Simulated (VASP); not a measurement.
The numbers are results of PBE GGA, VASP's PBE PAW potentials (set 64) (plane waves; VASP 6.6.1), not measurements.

VASP ran on this input.

### INCAR
```
SYSTEM = CsPbCl3
PREC = Accurate
ENCUT = 500
EDIFF = 1E-6
NELM = 100
ALGO = Normal
LREAL = .FALSE.
LASPH = .TRUE.
ISMEAR = 0
SIGMA = 0.05
GGA = PE
LMAXMIX = 4
LWAVE = .FALSE.
LCHARG = .FALSE.
IBRION = 2
ISIF = 3
NSW = 40
EDIFFG = -0.02
PSTRESS = 200
```

File POSCAR:
```
CsPbCl3
1.0
  5.2752819998   0.0000000000   0.0000000000
  0.0000000000   5.2752819998   0.0000000000
  0.0000000000   0.0000000000   5.2752819998
Cs Pb Cl
1 1 3
Direct
  0.0000000000   0.0000000000   0.0000000000
  0.5000000000   0.5000000000   0.5000000000
  0.5000000000   0.0000000000   0.5000000000
  0.0000000000   0.5000000000   0.5000000000
  0.5000000000   0.5000000000   0.0000000000
```

File KPOINTS:
```
Automatic mesh
0
Gamma
4 4 4
```

POTCAR, in this order: Cs_sv Pb_d Cl (PBE.64 set). Program: vasp_std.

Energy and stress use the plane-wave basis of the starting cell. Unless said otherwise, spin-orbit coupling is left out, though it shifts the bands of the heavy elements here.

**Question.** Estimate the energy per atom (σ→0), volume per atom, band gap (on the k-mesh).

**Answer.** 
```
Quantity                                                     Value
------------------------  ----------------------------------------
energy per atom (σ→0)                               -2.978 eV/atom
band gap (on the k-mesh)  none (metal, semimetal or under 0.01 eV)
volume per atom                                      25.82 Å³/atom
```

File OSZICAR:
```
...
DAV:   1    -0.148993491671E+02    0.69116E-01   -0.20810E-01   676   0.608E+00    0.544E-01
DAV:   2    -0.148932133959E+02    0.61358E-02   -0.13359E-02   682   0.161E+00    0.173E-01
DAV:   3    -0.148920459920E+02    0.11674E-02   -0.42736E-03   702   0.890E-01    0.812E-02
DAV:   4    -0.148920476663E+02   -0.16743E-05   -0.15341E-04   790   0.106E-01    0.508E-02
DAV:   5    -0.148920577045E+02   -0.10038E-04   -0.23134E-05   644   0.669E-02    0.104E-02
DAV:   6    -0.148920614154E+02   -0.37108E-05   -0.45181E-06   626   0.146E-02    0.237E-03
DAV:   7    -0.148920611155E+02    0.29991E-06   -0.29351E-07   334   0.360E-03
   4 F= 0.12220406E+01 E0= 0.12226435E+01  d E =-.600258E+00
```

The compound is CsPbCl3 in the cubic perovskite structure, the ideal cubic form; the compound distorts at low or room temperature. This run relaxes it under an external pressure of 20 GPa. Symmetry was kept, so distortions that lower it aren't found. The k-mesh is coarse (spacing up to 0.31 per Å, 2π included), so the numbers may not be converged in it.
